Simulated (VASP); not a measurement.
# AlN: cell size against the level of theory, part 2 of 2

How close do the usual functionals, with and without dispersion, come to the cell of AlN? LASPH is on for some levels and off for others; the table marks which. The start is a cell from a database of measured crystal structures.

VASP 6.6.1, plane waves and PAW; the level of theory is named at each step.

So far. Step 2 (Relaxation with PBE): It ends with forces under 0.001 eV/Å and a pressure of 0.12 GPa. The volume lies +2.7 % from that of the database's start. The conventional cell has a = 3.128 and c = 5.015 Å.

**3. Relaxation with LDA**

This step: LDA; plane waves and PAW (Al, N) (VASP 6.6.1).

LDA, the lowest rung, knows the local density alone.

Input file INCAR:

```
SYSTEM = AlN
PREC = Accurate
ENCUT = 560
EDIFF = 1E-06
NELM = 100
ISMEAR = -1
SIGMA = 0.05
LREAL = .FALSE.
ALGO = Normal
GGA = CA
NBANDS = 14
LORBIT = 11
LWAVE = .FALSE.
LCHARG = .FALSE.
KPAR = 2
IBRION = 2
NSW = 60
ISIF = 3
EDIFFG = -0.01
```

Input file POSCAR:

```
AlN
1.0
    3.0810000000      0.0000000000      0.0000000000
   -1.5405000000      2.6682242691      0.0000000000
    0.0000000000      0.0000000000      5.0310000000
Al N
2 2
Direct
    0.3333333333      0.6666666667      0.0000000000
    0.6666666667      0.3333333333      0.5000000000
    0.3333333333      0.6666666667      0.3820000000
    0.6666666667      0.3333333333      0.8820000000
```

Input file KPOINTS:

```
Automatic mesh
0
Gamma
7 7 4
0 0 0
```

PAW data sets: Al and N (PBE family, release 64).

Run with:

```sh
$ mpirun -np 2 vasp_std
```

Output:

```text
[banner, memory and clock lines left out]
running    2 mpi-ranks, on    1 nodes
 distrk:  each k-point on    1 cores,    2 groups
 distr:  one band on    1 cores,    1 groups

 POSCAR found type information on POSCAR AlN
 POSCAR found :  2 types and       4 ions
|                                                                             |
|               ----> ADVICE to this user running VASP <----                  |
|                                                                             |
|     You enforced a specific xc type in the INCAR file but a different       |
|     [... a line on the potential file left out ...]
|     I HOPE YOU KNOW WHAT YOU ARE DOING!                                     |
|                                                                             |

 LDA part: xc-table for (Slater(with rela. corr.)+CA(PZ))
 , standard interpolation
 POSCAR, INCAR and KPOINTS ok, starting setup
 FFT: planning ... GRIDC
 FFT: planning ... GRID_SOFT
 FFT: planning ... GRID
 WAVECAR not read
 entering main loop
       N       E                     dE             d eps       ncg     rms          rms(c)
DAV:   1     0.467912542261E+02    0.46791E+02   -0.77066E+03   672   0.108E+03
DAV:   2    -0.334414787854E+02   -0.80233E+02   -0.73825E+02   970   0.214E+02
DAV:   3    -0.375076347571E+02   -0.40662E+01   -0.40502E+01   930   0.510E+01
DAV:   4    -0.375372243188E+02   -0.29590E-01   -0.29587E-01   726   0.486E+00
DAV:   5    -0.375375898744E+02   -0.36556E-03   -0.36555E-03   900   0.549E-01    0.117E+01
DAV:   6    -0.328903621124E+02    0.46472E+01   -0.12693E+01   828   0.270E+01    0.393E+00
DAV:   7    -0.328536669194E+02    0.36695E-01   -0.69742E-01   744   0.611E+00    0.279E+00
DAV:   8    -0.328009321462E+02    0.52735E-01   -0.10387E-01   792   0.294E+00    0.547E-01
DAV:   9    -0.327952887595E+02    0.56434E-02   -0.17605E-02   894   0.101E+00    0.243E-01
DAV:  10    -0.327955411457E+02   -0.25239E-03   -0.15647E-03   738   0.278E-01    0.159E-01
DAV:  11    -0.327954621824E+02    0.78963E-04   -0.14130E-04   894   0.976E-02    0.320E-02
DAV:  12    -0.327954609699E+02    0.12125E-05   -0.44374E-06   816   0.179E-02    0.791E-03
DAV:  13    -0.327954606329E+02    0.33695E-06   -0.16922E-06   610   0.106E-02
   1 F= -.32795461E+02 E0= -.32795461E+02  d E =-.327955E+02
 curvature:   0.00 expect dE= 0.000E+00 dE for cont linesearch  0.000E+00
 trial: gam= 0.00000 g(F)=  0.102E-01 g(S)=  0.384E-01 ort = 0.000E+00 (trialstep = 0.100E+01)
 search vector abs. value=  0.486E-01
 bond charge predicted
       N       E                     dE             d eps       ncg     rms          rms(c)
DAV:   1    -0.328357681266E+02   -0.40307E-01   -0.33037E+00   720   0.148E+01    0.110E+00
DAV:   2    -0.328120798097E+02    0.23688E-01   -0.88753E-02   852   0.248E+00    0.598E-01
DAV:   3    -0.328001433546E+02    0.11936E-01   -0.15529E-02   834   0.105E+00    0.135E-01
DAV:   4    -0.327997317377E+02    0.41162E-03   -0.25906E-03   876   0.402E-01    0.573E-02
DAV:   5    -0.327997022141E+02    0.29524E-04   -0.81683E-05   774   0.800E-02    0.269E-02
DAV:   6    -0.327996979336E+02    0.42805E-05   -0.13071E-05   876   0.282E-02    0.638E-03
DAV:   7    -0.327996979343E+02   -0.64733E-09   -0.20908E-06   552   0.123E-02
   2 F= -.32799698E+02 E0= -.32799698E+02  d E =-.423730E-02
[...]
3 F= -.32809386E+02 E0= -.32809386E+02  d E =-.139249E-01
[...]
4 F= -.32810483E+02 E0= -.32810483E+02  d E =-.109721E-02
[...]
5 F= -.32810731E+02 E0= -.32810731E+02  d E =-.134506E-02
[...]
6 F= -.32810729E+02 E0= -.32810729E+02  d E =0.163060E-05
 trial-energy change:    0.000002  1 .order    0.000003   -0.000269    0.000275
 step:   0.5240(harm=  0.5240)  dis= 0.00016  next Energy=   -32.810797 (dE=-0.664E-04)
 bond charge predicted
       N       E                     dE             d eps       ncg     rms          rms(c)
DAV:   1    -0.328109045627E+02   -0.17482E-03   -0.34078E-03   708   0.495E-01    0.641E-02
DAV:   2    -0.328108085462E+02    0.96017E-04   -0.19905E-04   822   0.117E-01    0.222E-02
DAV:   3    -0.328107997553E+02    0.87909E-05   -0.22451E-05   822   0.372E-02    0.831E-03
DAV:   4    -0.328107974121E+02    0.23432E-05   -0.31510E-06   816   0.145E-02    0.281E-03
DAV:   5    -0.328107972453E+02    0.16683E-06   -0.48555E-07   402   0.592E-03
   7 F= -.32810797E+02 E0= -.32810797E+02  d E =-.666542E-04
 curvature:  -0.32 expect dE=-0.563E-06 dE for cont linesearch -0.336E-08
 trial: gam=-0.03681 g(F)=  0.124E-05 g(S)=  0.500E-06 ort = 0.180E-05 (trialstep = 0.953E+00)
 search vector abs. value=  0.203E-05
 reached required accuracy - stopping structural energy minimisation
```

The job ended after 10 s (2 MPI ranks of Intel Xeon 6975P-C (Granite Rapids), shared host; peak memory 0.26 GiB).

From OUTCAR (step 3):

```text
 Found     24 irreducible k-points:

   NELECT =      16.0000    total number of electrons

 E-fermi :   7.0969

 k-point     1 :       0.0000    0.0000    0.0000
  band No.  band energies     occupation
    ...
      4       5.1690      2.00000
      5       5.1690      2.00000
      6       5.8310      2.00000
      7       5.8310      2.00000
      8       6.0614      2.00000
      9      10.4329      0.00000
     10      12.7488      0.00000
     11      16.6679      0.00000
     12      17.1349      0.00000
     13      17.1349      0.00000
    ...

 k-point     2 :       0.1429    0.0000    0.0000
  band No.  band energies     occupation
    ...
      4       4.0534      2.00000
      5       4.8214      2.00000
      6       4.8554      2.00000
      7       5.7785      2.00000
      8       5.9356      2.00000
      9      11.4189      0.00000
     10      13.6231      0.00000
     11      15.5476      0.00000
     12      15.9266      0.00000
     13      17.8656      0.00000
    ...

  Total        0.0024041      0.0024041      0.0054646      0.0000000      0.0000000      0.0000000
  in kB        0.0938164      0.0938164      0.2132463      0.0000000      0.0000000      0.0000000
  external PRESSURE =       0.1336264 kB  Pullay stress =       0.0000000 kB

  energy-cutoff  :      560.00
  volume of cell :       41.06
      direct lattice vectors                 reciprocal lattice vectors
     3.094457805  0.000000000 -0.000000000     0.323158389  0.186575583  0.000000000
    -1.547228902  2.679879070 -0.000000000     0.000000000  0.373151166  0.000000000
    -0.000000000 -0.000000000  4.950905537     0.000000000  0.000000000  0.201983252

 POSITION                                       TOTAL-FORCE (eV/Angst)
 -----------------------------------------------------------------------------------
     -0.00000      1.78659      4.95071        -0.000000     -0.000000      0.002532
      1.54723      0.89329      2.47526        -0.000000     -0.000000      0.002532
     -0.00000      1.78659      1.89144         0.000000      0.000000     -0.002532
      1.54723      0.89329      4.36689         0.000000      0.000000     -0.002532
 -----------------------------------------------------------------------------------
    total drift:                               -0.000000      0.000000     -0.000802

  FREE ENERGIE OF THE ION-ELECTRON SYSTEM (eV)
  ---------------------------------------------------
  free  energy   TOTEN  =       -32.8107972453 eV

  energy  without entropy=      -32.8107972453  energy(sigma->0) =      -32.81079725

 total charge
# of ion       s       p       d       tot
------------------------------------------
    1        0.366   0.452   0.000   0.818
    2        0.366   0.452   0.000   0.818
    3        1.206   2.641   0.000   3.847
    4        1.206   2.641   0.000   3.847
--------------------------------------------------
tot          3.145   6.185   0.000   9.331

[... 9 parts as in an earlier step ...]

[... 5 further parts left out ...]
```

The PAW data sets were made with PBE, though LDA sets exist; this is a small mismatch.

Step by step:

```csv
step,energy less that of the first step (eV),largest force (eV/Å),pressure (GPa),volume (Å³)
1,0.0000,0.2295,-1.21,41.36
2,-0.0042,0.3851,1.03,40.89
3,-0.0139,0.0823,-0.11,41.10
4,-0.0150,0.0311,0.11,41.05
5,-0.0153,0.0088,0.29,41.01
6,-0.0153,0.0040,-0.27,41.11
7,-0.0153,0.0025,0.01,41.06
```

```csv
"conventional cell, symmetrised",before,after,change
a (Å),3.081,3.094,+0.4 %
b (Å),3.081,3.094,+0.4 %
c (Å),5.031,4.951,-1.6 %
volume (Å³/atom),10.34,10.26,-0.7 %
```

Final coordinates:

```
Al N
1.0
     3.09446    0.00000    0.00000
    -1.54723    2.67988    0.00000
     0.00000    0.00000    4.95091
Al N
2 2
Direct
  0.33333 0.66667 0.99996
  0.66667 0.33333 0.49996
  0.33333 0.66667 0.38204
  0.66667 0.33333 0.88204
```

This step gave:

```
free energy (TOTEN)             : -32.81 eV
Fermi energy                    : 7.097 eV
pressure                        : 0.01336 GPa
SCF cycles over all ionic steps : 46
gap on the k-mesh               : 4.372 eV
least direct gap on the k-mesh  : 4.372 eV
```

It ends at 10.26 Å³/atom, -0.7 % from the start, with 0.01 GPa left. The conventional cell has a = 3.094 and c = 4.951 Å.

**4. Relaxation with r2SCAN**

This step: r2SCAN; plane waves and PAW (Al, N) (VASP 6.6.1).

r2SCAN adds the kinetic-energy density, costs more than a GGA and is run with LASPH.

Edit INCAR of step 3 so:

```diff
@@ -9,3 +9,4 @@
 ALGO = Normal
-GGA = CA
+METAGGA = R2SCAN
+LASPH = .TRUE.
 NBANDS = 14
```

POSCAR is that of step 3.

KPOINTS is that of step 3.

Run with:

```sh
$ mpirun -np 2 vasp_std
```

Output:

```text
[banner, memory and clock lines left out]
running    2 mpi-ranks, on    1 nodes
[...]
[... a notice as in an earlier step ...]

 LDA part: xc-table for (None), standard interpolation
 POSCAR, INCAR and KPOINTS ok, starting setup
[...]
entering main loop
       N       E                     dE             d eps       ncg     rms          rms(c)
DAV:   1     0.405560367923E+02    0.40556E+02   -0.79878E+03   672   0.112E+03
DAV:   2    -0.428626325874E+02   -0.83419E+02   -0.76696E+02   964   0.223E+02
DAV:   3    -0.470939981249E+02   -0.42314E+01   -0.42149E+01   930   0.532E+01
DAV:   4    -0.471255885074E+02   -0.31590E-01   -0.31588E-01   720   0.515E+00
[...]
DAV:  10    -0.384414037154E+02   -0.55208E-03   -0.32722E-03   822   0.397E-01    0.110E-01
DAV:  11    -0.384413099581E+02    0.93757E-04   -0.18493E-04   888   0.118E-01    0.271E-02
DAV:  12    -0.384413105874E+02   -0.62937E-06   -0.96522E-06   810   0.246E-02
   1 F= -.38441311E+02 E0= -.38441311E+02  d E =-.384413E+02
[... from here on, the cycles between the ionic steps are left out ...]
   2 F= -.38444004E+02 E0= -.38444004E+02  d E =-.269388E-02
   3 F= -.38455075E+02 E0= -.38455075E+02  d E =-.137644E-01
   4 F= -.38455972E+02 E0= -.38455972E+02  d E =-.896917E-03
   5 F= -.38456103E+02 E0= -.38456103E+02  d E =-.102852E-02
   6 F= -.38456125E+02 E0= -.38456125E+02  d E =-.104989E-02
   7 F= -.38456143E+02 E0= -.38456143E+02  d E =-.185468E-04
   8 F= -.38456161E+02 E0= -.38456161E+02  d E =-.363432E-04
[...]
reached required accuracy - stopping structural energy minimisation
```

It took 51 s on 2 MPI ranks; peak memory 0.3 GiB.

From OUTCAR (step 4):

```text
  Total       -0.0085422     -0.0085422     -0.0140032      0.0000000      0.0000000     -0.0000000
  in kB       -0.3293044     -0.3293044     -0.5398302      0.0000000      0.0000000     -0.0000000
  external PRESSURE =      -0.3994797 kB  Pullay stress =       0.0000000 kB

 POSITION                                       TOTAL-FORCE (eV/Angst)
 -----------------------------------------------------------------------------------
     -0.00000      1.79296      0.00076        -0.000000      0.000000      0.002410
      1.55275      0.89648      2.48880        -0.000000      0.000000      0.002410
     -0.00000      1.79296      1.90011         0.000000      0.000000     -0.002410
      1.55275      0.89648      4.38816         0.000000     -0.000000     -0.002410
 -----------------------------------------------------------------------------------
    total drift:                               -0.000000     -0.000000     -0.018599

  FREE ENERGIE OF THE ION-ELECTRON SYSTEM (eV)
  ---------------------------------------------------
  free  energy   TOTEN  =       -38.4561611722 eV

  energy  without entropy=      -38.4561611722  energy(sigma->0) =      -38.45616117

[... 2 parts as in an earlier step ...]

[... 2 further parts left out ...]
[key lines of the parts left out:]
E-fermi :   6.9744
```

The PAW data sets were made with PBE, which is usual practice but a small mismatch for other functionals.

Step by step:

```csv
step,energy less that of the first step (eV),largest force (eV/Å),pressure (GPa),volume (Å³)
1,0.0000,0.2312,1.23,41.36
2,-0.0027,0.3696,-1.26,41.83
3,-0.0138,0.0722,-0.20,41.61
4,-0.0147,0.0325,0.04,41.55
5,-0.0148,0.0000,0.25,41.50
6,-0.0148,0.0078,0.20,41.52
7,-0.0148,0.0084,-0.19,41.59
8,-0.0149,0.0024,-0.04,41.56
```

```csv
"conventional cell, symmetrised",before,after,change
a (Å),3.081,3.105,+0.8 %
b (Å),3.081,3.105,+0.8 %
c (Å),5.031,4.976,-1.1 %
volume (Å³/atom),10.34,10.39,+0.5 %
```

Final coordinates:

```
Al N
1.0
     3.10550    0.00000    0.00000
    -1.55275    2.68944    0.00000
     0.00000    0.00000    4.97609
Al N
2 2
Direct
  0.33333 0.66667 0.00015
  0.66667 0.33333 0.50015
  0.33333 0.66667 0.38185
  0.66667 0.33333 0.88185
```

It ends at 10.39 Å³/atom, +0.5 % from the start, with -0.04 GPa left. The conventional cell has a = 3.105 and c = 4.976 Å.

**5. Relaxation with PBE + D3(BJ)**

This step: PBE with D3(BJ); plane waves and PAW (Al, N) (VASP 6.6.1).

A dispersion term adds the long-range attraction that semilocal functionals lack. D3 with Becke-Johnson damping keeps a finite attraction at short range.

Edit INCAR of step 4 so:

```diff
@@ -9,4 +9,4 @@
 ALGO = Normal
-METAGGA = R2SCAN
-LASPH = .TRUE.
+GGA = PE
+IVDW = 12
 NBANDS = 14
```

POSCAR is that of step 4.

KPOINTS is that of step 4.

Run with:

```sh
$ mpirun -np 2 vasp_std
```

Output:

```text
[... set-up lines as in an earlier step ...]
 entering main loop
       N       E                     dE             d eps       ncg     rms          rms(c)
[... 13 cycles as in an earlier step ...]
   1 F= -.30831054E+02 E0= -.30831054E+02  d E =-.308311E+02
[... from here on, the cycles between the ionic steps are left out ...]
   2 F= -.30833904E+02 E0= -.30833904E+02  d E =-.285071E-02
   3 F= -.30845050E+02 E0= -.30845050E+02  d E =-.139961E-01
   4 F= -.30846035E+02 E0= -.30846035E+02  d E =-.984933E-03
   5 F= -.30846276E+02 E0= -.30846276E+02  d E =-.122652E-02
   6 F= -.30846288E+02 E0= -.30846288E+02  d E =-.120118E-04
   7 F= -.30846324E+02 E0= -.30846324E+02  d E =-.478855E-04
[...]
reached required accuracy - stopping structural energy minimisation
```

It took 12 s on 2 MPI ranks; peak memory 0.32 GiB.

OUTCAR, selected parts (step 5):

```text
 Edisp (eV)   -1.07698

 Edisp (eV)   -1.07809

  Total      -0.00005    -0.00005    -0.00865     0.00000     0.00000     0.00000
  in kB      -0.00185    -0.00185    -0.33295     0.00000     0.00000     0.00000
  external pressure =       -0.11 kB  Pullay stress =        0.00 kB

 POSITION                                       TOTAL-FORCE (eV/Angst)
 -----------------------------------------------------------------------------------
     -0.00000      1.79419      0.00038        -0.000000      0.000000     -0.000571
      1.55381      0.89709      2.48874        -0.000000      0.000000     -0.000571
     -0.00000      1.79419      1.90073         0.000000     -0.000000      0.000571
      1.55381      0.89709      4.38910         0.000000     -0.000000      0.000571
 -----------------------------------------------------------------------------------
    total drift:                               -0.000000      0.000000     -0.000596

  FREE ENERGIE OF THE ION-ELECTRON SYSTEM (eV)
  ---------------------------------------------------
  free  energy   TOTEN  =       -30.8463239880 eV

  energy  without entropy=      -30.8463239880  energy(sigma->0) =      -30.84632399

[... 2 parts as in an earlier step ...]

[... 2 further parts left out ...]
[key lines of the parts left out:]
E-fermi :   7.2285
```

Step by step:

```csv
step,energy less that of the first step (eV),largest force (eV/Å),pressure (GPa),volume (Å³)
1,0.0000,0.2322,1.62,41.36
2,-0.0028,0.3613,-1.55,41.98
3,-0.0140,0.0695,-0.22,41.69
4,-0.0150,0.0367,0.03,41.62
5,-0.0152,0.0124,0.24,41.57
6,-0.0152,0.0098,-0.21,41.66
7,-0.0153,0.0006,-0.01,41.62
```

```csv
"conventional cell, symmetrised",before,after,change
a (Å),3.081,3.108,+0.9 %
b (Å),3.081,3.108,+0.9 %
c (Å),5.031,4.977,-1.1 %
volume (Å³/atom),10.34,10.41,+0.6 %
```

The relaxed structure:

```xyz
4
Lattice="3.1076 0.0000 0.0000 -1.5538 2.6913 0.0000 0.0000 0.0000 4.9767" Properties=species:S:1:pos:R:3 pbc="T T T"
Al    0.0000    1.7942    0.0004
Al    1.5538    0.8971    2.4887
N     0.0000    1.7942    1.9007
N     1.5538    0.8971    4.3891
```

It ends at 10.41 Å³/atom, +0.6 % from the start, with -0.01 GPa left. The conventional cell has a = 3.108 and c = 4.977 Å. Against plain PBE, the dispersion term moves a by -0.6 % and c by -0.8 %.

**6. The cells as a table**

This step: relaxed cells at several levels; plane waves and PAW (VASP 6.6.1).

This step runs nothing: it gathers the runs above.

Lengths are those of the conventional cell; cost is the wall time of each run, as given at its step, times its ranks, without the set-up around it; LASPH differs between rows, which moves results and costs too. Results by level, by row:

```csv
level,volume (Å³/atom),change from the start (%),a (Å),c (Å),cost (core minutes),LASPH
PBE,10.62,2.7,3.128,5.015,0.353,off
LDA,10.26,-0.7,3.094,4.951,0.34,off
r2SCAN,10.39,0.5,3.105,4.976,1.7,on
PBE + D3(BJ),10.41,0.6,3.108,4.977,0.4,off
```

**7. Summary of results**

```json
{"volume, PBE": "10.62 Å³/atom", "volume, LDA": "10.26 Å³/atom", "volume, r2SCAN": "10.39 Å³/atom", "volume, PBE + D3(BJ)": "10.41 Å³/atom"}
```

What this shows: For AlN the levels give volumes between 10.26 Å³/atom (LDA) and 10.62 Å³/atom (PBE), a spread of 3.5 %, while the cost of the finished runs spans a factor of 5. Only a has a measured value here, so the levels are not ranked on the whole cell. The costs hold the number of ionic steps as well as the price of the functional. Adding D3(BJ) to PBE changes the volume by -2.0 % (a by -0.6 % and c by -0.8 %). Within 0.02 Å all end in space group P6_3mc; the runs can't lower the symmetry of the start. LASPH is on for some levels and off for others, so differences between them are not the functional's alone. Each is a single relaxation on the plane waves of the start cell, so larger changes of volume carry a basis-set error that was not tested here.

Calculation against experiment:

| quantity | measured | PBE | LDA | r2SCAN | PBE + D3(BJ) |
| --- | --- | --- | --- | --- | --- |
| lattice constant a (Å) | 3.111 | 3.128 (+0.5 %) | 3.094 (-0.5 %) | 3.105 (-0.2 %) | 3.108 (-0.1 %) |

Measured values from arxiv:1112.6088 (2011).

**Verdict.** For the lattice constant a, of the levels listed nearest comes PBE + D3(BJ) (-0.1 %, good agreement) and farthest PBE (+0.5 %, good agreement). The grades are ours: good and fair within 0.7 and 1.5 % for the lattice constant a. For lattice constants the calculation has a static lattice, without zero-point motion or thermal expansion.

[Lines on the potential files, build, host, timing and source positions are cut from VASP's logs without a mark.]

[Logs are printed without paths, hosts, clocks, repeated set-up lines and the standing remarks that a program may print on its own settings, such as how far it seeks lower states.]

[Hosts, paths, dates, database ids (printed as entryN), source tags and the programs' standing remarks are cut or masked in the printed files.]

[A measured line is paired with the nearest computed mode of its activity, which favours agreement.]
